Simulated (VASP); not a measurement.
Method: PBEsol GGA, VASP's PBE PAW potentials (set 64) (plane waves; VASP).

A VASP calculation is set up with these files.

### KPOINTS
```
Automatic
0
Gamma
 8 8 8
0 0 0
```

INCAR:
```
# general
SYSTEM =Al3Sc
PREC   =Accurate
ENCUT  =530
LREAL  =.FALSE.
LASPH  =.TRUE.   # aspherical one-centre terms

# electronic loop
EDIFF  =1E-7
NELM   =100
ALGO   =Normal   # blocked Davidson
LMAXMIX=4   # l cut-off of mixed one-centre charges

# smearing
ISMEAR =1
SIGMA  =0.1

# functional
GGA    =PS   # PBEsol

# ions
IBRION =6   # finite differences
NSW    =1
ISIF   =3   # ions, shape and volume
POTIM  =0.015
NFREE  =2

# output
LWAVE  =.FALSE.
LCHARG =.FALSE.
```

**POSCAR**
```
Al3Sc
8.1455670
  0.5000000218   0.0000000000   0.0000000000
  0.0000000000   0.5000000218   0.0000000000
  0.0000000000   0.0000000000   0.5000000218
Sc Al
1 3
direct
  0.0000000000   0.0000000000   0.0000000000
  0.0000000000   0.5000000000   0.5000000000
  0.5000000000   0.0000000000   0.5000000000
  0.5000000000   0.5000000000   0.0000000000
```

POTCAR, in this order: Sc_sv Al (PBE.64 set). Program: vasp_std.

The run wrote:

**OUTCAR**
```
 ion  position               nearest neighbor table
   1  0.000  0.000  0.000-   2 2.88   3 2.88   4 2.88   2 2.88   3 2.88   2 2.88   4 2.88   2 2.88
                             3 2.88   4 2.88   3 2.88   4 2.88
   2  0.000  0.500  0.500-   1 2.88   3 2.88   4 2.88   1 2.88   4 2.88   1 2.88   3 2.88   1 2.88
                             3 2.88   4 2.88   4 2.88   3 2.88
   3  0.500  0.000  0.500-   1 2.88   2 2.88   4 2.88   1 2.88   4 2.88   2 2.88   4 2.88   4 2.88
                             1 2.88   2 2.88   1 2.88   2 2.88
   4  0.500  0.500  0.000-   1 2.88   2 2.88   3 2.88   2 2.88   3 2.88   1 2.88   3 2.88   3 2.88
                             1 2.88   2 2.88   2 2.88   1 2.88
  LATTYP: Found a simple cubic cell.
 ALAT       =     4.0727836776
 Subroutine PRICEL returns:
 Original cell was already a primitive cell.
 Subroutine GETGRP returns: Found 48 space group operations
The static configuration has the point symmetry O_h .
The dynamic configuration has the point symmetry O_h .
 Subroutine INISYM returns: Found 48 space group operations
 Subroutine IBZKPT returns following result:
 Found     35 irreducible k-points:

 Following reciprocal coordinates:
            Coordinates               Weight
  0.000000  0.000000  0.000000      1.000000
  0.125000  0.000000  0.000000      6.000000
  0.250000  0.000000  0.000000      6.000000
  0.375000  0.000000  0.000000      6.000000
  0.500000  0.000000  0.000000      3.000000
  0.125000  0.125000  0.000000     12.000000
  0.250000  0.125000  0.000000     24.000000
  0.375000  0.125000  0.000000     24.000000
  0.500000  0.125000  0.000000     12.000000
  0.250000  0.250000  0.000000     12.000000
  0.375000  0.250000  0.000000     24.000000
  0.500000  0.250000  0.000000     12.000000
  0.375000  0.375000  0.000000     12.000000
  0.500000  0.375000  0.000000     12.000000
  0.500000  0.500000  0.000000      3.000000
  0.125000  0.125000  0.125000      8.000000
  0.250000  0.125000  0.125000     24.000000
  0.375000  0.125000  0.125000     24.000000
...
```

File OSZICAR:
```
...
DAV:   9    -0.207598566749E+02   -0.59372E-06   -0.57498E-09  3766   0.136E-03    0.869E-05
DAV:  10    -0.207598567811E+02   -0.10613E-06   -0.23028E-09  3250   0.770E-04    0.214E-05
DAV:  11    -0.207598568392E+02   -0.58104E-07   -0.11375E-09  3196   0.662E-04
  10 F= -.20759857E+02 E0= -.20759441E+02  d E =-.124888E-02
       N       E                     dE             d eps       ncg     rms          rms(c)
DAV:   1    -0.207975438131E+02   -0.37687E-01   -0.15610E+00  6176   0.195E+01    0.116E+00
DAV:   2    -0.207708530999E+02    0.26691E-01   -0.43911E-02  7734   0.283E+00    0.633E-01
DAV:   3    -0.207599546107E+02    0.10898E-01   -0.24384E-02  8120   0.183E+00    0.556E-02
DAV:   4    -0.207598851811E+02    0.69430E-04   -0.58285E-04  6458   0.260E-01    0.283E-02
DAV:   5    -0.207598591889E+02    0.25992E-04   -0.52593E-05  6946   0.920E-02    0.110E-02
DAV:   6    -0.207598568833E+02    0.23056E-05   -0.72041E-06  7758   0.339E-02    0.223E-03
DAV:   7    -0.207598568592E+02    0.24102E-07   -0.30812E-07  5158   0.782E-03
  11 F= -.20759857E+02 E0= -.20759440E+02  d E =-.124920E-02
       N       E                     dE             d eps       ncg     rms          rms(c)
DAV:   1    -0.207678811014E+02   -0.80242E-02   -0.13255E+00  6338   0.180E+01    0.737E-01
DAV:   2    -0.207604176666E+02    0.74634E-02   -0.29020E-02  7616   0.217E+00    0.433E-01
DAV:   3    -0.207588924964E+02    0.15252E-02   -0.13251E-02  8160   0.137E+00    0.608E-02
DAV:   4    -0.207591916397E+02   -0.29914E-03   -0.44677E-04  6728   0.261E-01    0.267E-02
DAV:   5    -0.207597931293E+02   -0.60149E-03   -0.94701E-05  8160   0.118E-01    0.437E-03
DAV:   6    -0.207598398330E+02   -0.46704E-04   -0.33253E-06  5442   0.172E-02    0.154E-03
DAV:   7    -0.207598529750E+02   -0.13142E-04   -0.14943E-07  5350   0.495E-03    0.450E-04
DAV:   8    -0.207598558509E+02   -0.28758E-05   -0.30137E-08  3502   0.319E-03    0.167E-04
DAV:   9    -0.207598564036E+02   -0.55277E-06   -0.13747E-08  3832   0.192E-03    0.834E-05
DAV:  10    -0.207598567788E+02   -0.37514E-06   -0.69949E-09  3238   0.165E-03    0.500E-05
DAV:  11    -0.207598568700E+02   -0.91177E-07   -0.37232E-09  3190   0.106E-03
  12 F= -.20759857E+02 E0= -.20759441E+02  d E =-.124888E-02
       N       E                     dE             d eps       ncg     rms          rms(c)
DAV:   1    -0.207978812086E+02   -0.38024E-01   -0.16239E+00  6240   0.196E+01    0.116E+00
DAV:   2    -0.207707794659E+02    0.27102E-01   -0.41887E-02  7826   0.274E+00    0.631E-01
DAV:   3    -0.207599466409E+02    0.10833E-01   -0.23861E-02  8178   0.181E+00    0.523E-02
DAV:   4    -0.207598811164E+02    0.65525E-04   -0.51429E-04  6224   0.245E-01    0.272E-02
DAV:   5    -0.207598583745E+02    0.22742E-04   -0.42816E-05  7048   0.795E-02    0.924E-03
DAV:   6    -0.207598569051E+02    0.14693E-05   -0.51361E-06  7606   0.280E-02    0.219E-03
DAV:   7    -0.207598568594E+02    0.45737E-07   -0.30375E-07  5232   0.825E-03
  13 F= -.20759857E+02 E0= -.20759440E+02  d E =-.124922E-02
       N       E                     dE             d eps       ncg     rms          rms(c)
DAV:   1    -0.207548130223E+02    0.50439E-02   -0.16437E+00  2662   0.300E+01    0.478E-01
DAV:   2    -0.207583976313E+02   -0.35846E-02   -0.58566E-02  2584   0.239E+00    0.293E-01
DAV:   3    -0.207606747787E+02   -0.22771E-02   -0.72172E-03  3562   0.105E+00    0.462E-02
DAV:   4    -0.207617954554E+02   -0.11207E-02   -0.35687E-04  3430   0.219E-01    0.120E-02
DAV:   5    -0.207619357941E+02   -0.14034E-03   -0.13776E-05  3208   0.389E-02    0.615E-03
DAV:   6    -0.207620264038E+02   -0.90610E-04   -0.21012E-06  2892   0.141E-02    0.230E-03
DAV:   7    -0.207620651916E+02   -0.38788E-04   -0.40279E-07  2514   0.549E-03    0.350E-04
DAV:   8    -0.207620675864E+02   -0.23949E-05   -0.26532E-08  1728   0.233E-03    0.216E-04
DAV:   9    -0.207620684050E+02   -0.81856E-06   -0.58691E-09  1494   0.120E-03    0.948E-05
DAV:  10    -0.207620690656E+02   -0.66060E-06   -0.21549E-09  1362   0.844E-04    0.514E-05
DAV:  11    -0.207620692216E+02   -0.15602E-06   -0.11551E-09  1422   0.734E-04    0.630E-05
DAV:  12    -0.207620692394E+02   -0.17794E-07   -0.52556E-10  1302   0.330E-04
  14 F= -.20762069E+02 E0= -.20761590E+02  d E =-.143782E-02
       N       E                     dE             d eps       ncg     rms          rms(c)
DAV:   1    -0.207524446468E+02    0.96246E-02   -0.28366E+00  2524   0.395E+01    0.181E-01
DAV:   2    -0.207618685031E+02   -0.94239E-02   -0.10464E-01  2438   0.322E+00    0.671E-02
DAV:   3    -0.207620719211E+02   -0.20342E-03   -0.35322E-03  3336   0.542E-01    0.320E-02
DAV:   4    -0.207620686627E+02    0.32584E-05   -0.77965E-05  2526   0.756E-02    0.108E-02
DAV:   5    -0.207620691531E+02   -0.49038E-06   -0.65389E-06  3018   0.269E-02    0.281E-03
DAV:   6    -0.207620692155E+02   -0.62390E-07   -0.56534E-07  2636   0.932E-03
  15 F= -.20762069E+02 E0= -.20761590E+02  d E =-.143807E-02
       N       E                     dE             d eps       ncg     rms          rms(c)
DAV:   1    -0.207598491810E+02    0.22200E-02   -0.10269E+00  2724   0.238E+01    0.979E-02
DAV:   2    -0.207625864423E+02   -0.27373E-02   -0.31044E-02  2520   0.175E+00    0.469E-02
DAV:   3    -0.207626169757E+02   -0.30533E-04   -0.15840E-03  3218   0.417E-01    0.178E-02
DAV:   4    -0.207626192132E+02   -0.22375E-05   -0.38365E-05  2714   0.651E-02    0.971E-03
DAV:   5    -0.207626192098E+02    0.34097E-08   -0.24444E-06  3484   0.224E-02    0.248E-03
DAV:   6    -0.207626191886E+02    0.21183E-07   -0.79272E-08  1950   0.496E-03
  16 F= -.20762619E+02 E0= -.20762140E+02  d E =-.143757E-02
       N       E                     dE             d eps       ncg     rms          rms(c)
DAV:   1    -0.207626102897E+02    0.89201E-05   -0.74872E-02  2100   0.150E+00    0.697E-02
DAV:   2    -0.207626504061E+02   -0.40116E-04   -0.29521E-03  2982   0.517E-01    0.360E-02
DAV:   3    -0.207626162504E+02    0.34156E-04   -0.27854E-04  2488   0.974E-02    0.173E-02
DAV:   4    -0.207626188513E+02   -0.26009E-05   -0.26207E-05  2924   0.521E-02    0.898E-03
DAV:   5    -0.207626191851E+02   -0.33379E-06   -0.15515E-06  2728   0.103E-02    0.141E-03
DAV:   6    -0.207626191811E+02    0.39656E-08   -0.14313E-07  1812   0.593E-03
  17 F= -.20762619E+02 E0= -.20762140E+02  d E =-.143745E-02
       N       E                     dE             d eps       ncg     rms          rms(c)
DAV:   1    -0.207624502393E+02    0.16895E-03   -0.47168E-02  3512   0.129E+00    0.487E-02
DAV:   2    -0.207624937965E+02   -0.43557E-04   -0.16481E-03  5382   0.406E-01    0.257E-02
DAV:   3    -0.207624603356E+02    0.33461E-04   -0.11471E-04  3960   0.685E-02    0.115E-02
DAV:   4    -0.207624521074E+02    0.82282E-05   -0.22172E-05  4934   0.407E-02    0.424E-03
DAV:   5    -0.207624493609E+02    0.27465E-05   -0.74506E-06  4168   0.185E-02    0.111E-03
DAV:   6    -0.207624492686E+02    0.92231E-07   -0.10613E-06  4610   0.955E-03    0.445E-04
DAV:   7    -0.207624492349E+02    0.33765E-07   -0.86817E-08  2578   0.323E-03
  18 F= -.20762449E+02 E0= -.20761970E+02  d E =-.143679E-02
       N       E                     dE             d eps       ncg     rms          rms(c)
DAV:   1    -0.207625226079E+02   -0.73339E-04   -0.73196E-02  3548   0.156E+00    0.754E-02
DAV:   2    -0.207624961236E+02    0.26484E-04   -0.29923E-03  5122   0.563E-01    0.396E-02
DAV:   3    -0.207624470908E+02    0.49033E-04   -0.29231E-04  3824   0.110E-01    0.157E-02
DAV:   4    -0.207624490944E+02   -0.20036E-05   -0.27137E-05  5008   0.608E-02    0.814E-03
DAV:   5    -0.207624492525E+02   -0.15802E-06   -0.15707E-06  4428   0.126E-02    0.131E-03
DAV:   6    -0.207624492330E+02    0.19453E-07   -0.14331E-07  3404   0.589E-03
  19 F= -.20762449E+02 E0= -.20761970E+02  d E =-.143688E-02
```

OUTCAR:
```
------------------------ aborting loop because EDIFF is reached ----------------------------------------
  FORCE on cell =-STRESS in cart. coord.  units (eV):
  Direction    XX          YY          ZZ          XY          YZ          ZX
  --------------------------------------------------------------------------------------
  Total        0.0135086      0.0144036      0.0144962      0.0000000      0.0000000      0.0000000
  in kB        0.3203664      0.3415911      0.3437885      0.0000000      0.0000000      0.0000000
  external PRESSURE =       0.3352487 kB  Pullay stress =       0.0000000 kB
  volume of cell :       67.56
      direct lattice vectors                 reciprocal lattice vectors
     4.072783678  0.000000000  0.000000000     0.245532314  0.000000000  0.000000000
     0.000000000  4.072783678  0.000000000     0.000000000  0.245532314  0.000000000
     0.000000000  0.000000000  4.072783678     0.000000000  0.000000000  0.245532314
 POSITION                                       TOTAL-FORCE (eV/Angst)
 -----------------------------------------------------------------------------------
      0.00000      0.00000      0.00000         0.000000     -0.065702      0.000000
      0.00000      2.02139      2.03639         0.000000      0.097555      0.000000
      2.03639      0.00000      2.03639         0.000000     -0.029370      0.000000
      2.03639      2.03639      0.00000         0.000000     -0.002483      0.000000
 -----------------------------------------------------------------------------------
    total drift:                               -0.000006      0.000251     -0.000000
  FREE ENERGIE OF THE ION-ELECTRON SYSTEM (eV)
  ---------------------------------------------------
  free  energy   TOTEN  =       -20.7624492330 eV

  energy  without entropy=      -20.7610123558  energy(sigma->0) =      -20.76197027

   1 f  =   10.120538 THz    63.589216 2PiTHz  337.584814 cm-1    41.855164 meV
             X         Y         Z           dx          dy          dz
      0.000000  0.000000  0.000000     0.595935    0.163231    0.101065
      0.000000  2.036392  2.036392     0.230032   -0.136669   -0.084619
      2.036392  0.000000  2.036392    -0.498958    0.063008   -0.084619
      2.036392  2.036392  0.000000    -0.498958   -0.136669    0.039011

   2 f  =   10.120538 THz    63.589216 2PiTHz  337.584814 cm-1    41.855164 meV
             X         Y         Z           dx          dy          dz
      0.000000  0.000000  0.000000    -0.169634    0.602032    0.027908
      0.000000  2.036392  2.036392    -0.065479   -0.504063   -0.023366
      2.036392  0.000000  2.036392     0.142030    0.232385   -0.023366
      2.036392  2.036392  0.000000     0.142030   -0.504063    0.010772

   3 f  =   10.120538 THz    63.589216 2PiTHz  337.584814 cm-1    41.855164 meV
             X         Y         Z           dx          dy          dz
      0.000000  0.000000  0.000000    -0.089905   -0.053946    0.617256
      0.000000  2.036392  2.036392    -0.034703    0.045167   -0.516809
      2.036392  0.000000  2.036392     0.075275   -0.020823   -0.516809
      2.036392  2.036392  0.000000     0.075275    0.045167    0.238261

   4 f  =    7.771021 THz    48.826765 2PiTHz  259.213360 cm-1    32.138346 meV
             X         Y         Z           dx          dy          dz
      0.000000  0.000000  0.000000    -0.000000   -0.000000   -0.000000
      0.000000  2.036392  2.036392     0.000000   -0.582892    0.349178
      2.036392  0.000000  2.036392     0.195733   -0.000000   -0.349178
      2.036392  2.036392  0.000000    -0.195733    0.582892    0.000000

   5 f  =    7.771021 THz    48.826765 2PiTHz  259.213360 cm-1    32.138346 meV
             X         Y         Z           dx          dy          dz
      0.000000  0.000000  0.000000    -0.000000   -0.000000   -0.000000
      0.000000  2.036392  2.036392     0.000000   -0.331014   -0.614878
      2.036392  0.000000  2.036392     0.111154    0.000000    0.614878
      2.036392  2.036392  0.000000    -0.111154    0.331014   -0.000000

   6 f  =    7.771021 THz    48.826765 2PiTHz  259.213360 cm-1    32.138346 meV
             X         Y         Z           dx          dy          dz
      0.000000  0.000000  0.000000     0.000000    0.000000   -0.000000
      0.000000  2.036392  2.036392    -0.000000   -0.225093    0.000000
      2.036392  0.000000  2.036392    -0.670323   -0.000000   -0.000000
      2.036392  2.036392  0.000000     0.670323    0.225093    0.000000

   7 f  =    7.348505 THz    46.172017 2PiTHz  245.119733 cm-1    30.390960 meV
             X         Y         Z           dx          dy          dz
      0.000000  0.000000  0.000000     0.191747   -0.463868    0.000979
      0.000000  2.036392  2.036392    -0.325664   -0.095407    0.000201
      2.036392  0.000000  2.036392     0.039438    0.787834    0.000201
      2.036392  2.036392  0.000000     0.039438   -0.095407   -0.001662

   8 f  =    7.348505 THz    46.172017 2PiTHz  245.119733 cm-1    30.390960 meV
             X         Y         Z           dx          dy          dz
      0.000000  0.000000  0.000000     0.011052    0.003510   -0.501804
      0.000000  2.036392  2.036392    -0.018770    0.000722   -0.103210
      2.036392  0.000000  2.036392     0.002273   -0.005961   -0.103210
      2.036392  2.036392  0.000000     0.002273    0.000722    0.852264

   9 f  =    7.348505 THz    46.172017 2PiTHz  245.119733 cm-1    30.390960 meV
             X         Y         Z           dx          dy          dz
      0.000000  0.000000  0.000000     0.463737    0.191718    0.011554
      0.000000  2.036392  2.036392    -0.787612    0.039432    0.002376
      2.036392  0.000000  2.036392     0.095380   -0.325614    0.002376
      2.036392  2.036392  0.000000     0.095380    0.039432   -0.019624

  10 f/i=    0.009284 THz     0.058331 2PiTHz    0.309669 cm-1     0.038394 meV
             X         Y         Z           dx          dy          dz
      0.000000  0.000000  0.000000    -0.141601   -0.417304    0.402328
      0.000000  2.036392  2.036392    -0.109995   -0.323928    0.312303
      2.036392  0.000000  2.036392    -0.109916   -0.324160    0.312303
      2.036392  2.036392  0.000000    -0.109916   -0.323928    0.312526

  11 f/i=    0.009284 THz     0.058331 2PiTHz    0.309669 cm-1     0.038394 meV
             X         Y         Z           dx          dy          dz
      0.000000  0.000000  0.000000    -0.437246    0.348796    0.207890
      0.000000  2.036392  2.036392    -0.339650    0.270750    0.161372
      2.036392  0.000000  2.036392    -0.339408    0.270943    0.161372
      2.036392  2.036392  0.000000    -0.339408    0.270750    0.161488

  12 f/i=    0.009284 THz     0.058331 2PiTHz    0.309669 cm-1     0.038394 meV
             X         Y         Z           dx          dy          dz
      0.000000  0.000000  0.000000     0.380561    0.245478    0.388555
      0.000000  2.036392  2.036392     0.295618    0.190550    0.301612
      2.036392  0.000000  2.036392     0.295406    0.190686    0.301612
      2.036392  2.036392  0.000000     0.295406    0.190550    0.301828

...
```
(Selected blocks of OUTCAR.)

The compound is Al3Sc in the L1_2 structure. It was relaxed first.
